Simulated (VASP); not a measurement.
NaI (rock salt): the bulk modulus from VASP (plane waves, PAW) at several levels of theory. Static lattice, third-order Birch-Murnaghan fit over five volumes.

| level | bulk modulus (GPa) |
|---|---|
| LDA | 20.8 |
| PBE | 15.1 |
| PBEsol | 17.0 |

The cell of the LDA run:

```cif
data_I4Na4
_chemical_formula_sum 'Na4 I4'
_space_group_name_H-M_alt 'Fm-3m'
_space_group_IT_number 225
_space_group_name_Hall '-F 4 2 3'
_cell_length_a 6.26393
_cell_length_b 6.26393
_cell_length_c 6.26393
_cell_angle_alpha 90.000
_cell_angle_beta 90.000
_cell_angle_gamma 90.000
loop_
_atom_site_label
_atom_site_type_symbol
_atom_site_symmetry_multiplicity
_atom_site_Wyckoff_symbol
_atom_site_fract_x
_atom_site_fract_y
_atom_site_fract_z
_atom_site_occupancy
Na1 Na 4 a 0.00000 0.00000 0.00000 1
I1 I 4 b 0.50000 0.50000 0.50000 1
```
(The calculation used a cell of 2 atoms; values per cell refer to that cell.)

Only levels that ran to the end are used. Left out are those held back, those with too coarse a band path, GW runs whose mesh misses a band edge, hybrids' fits of cells that aren't cubic and levels without matching references; a question may draw on a part of the rest.

The compound is NaI in the rock salt structure.
